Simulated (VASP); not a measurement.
Consider the following.

```
CELL_PARAMETERS angstrom
      1.50704    -2.61028     0.00000
      1.50704     2.61028     0.00000
      0.00000     0.00000     3.40731
ATOMIC_POSITIONS crystal
  Mg 0.00000 0.00000 0.00000
  B  0.33333 0.66667 0.50000
  B  0.66667 0.33333 0.50000
```

The numbers are results of rev-vdW-DF2, VASP's PBE PAW potentials (set 64) (plane waves; VASP), not measurements. Numerical set-up: 520 eV cut-off, 11×11×9 Γ-centred mesh, first-order Methfessel-Paxton smearing of 0.10 eV, potentials Mg B.

Give the stress tensor in GPa (positive for a compressed cell).

```
10.40   0.00   0.00
 0.00  10.40   0.00
 0.00   0.00  10.63
```
The pressure is its mean diagonal, 10.47 GPa.

The compound is MgB2 in the AlB2 type structure. This cell is one point of a volume scan, at 0.94 of the reference volume.
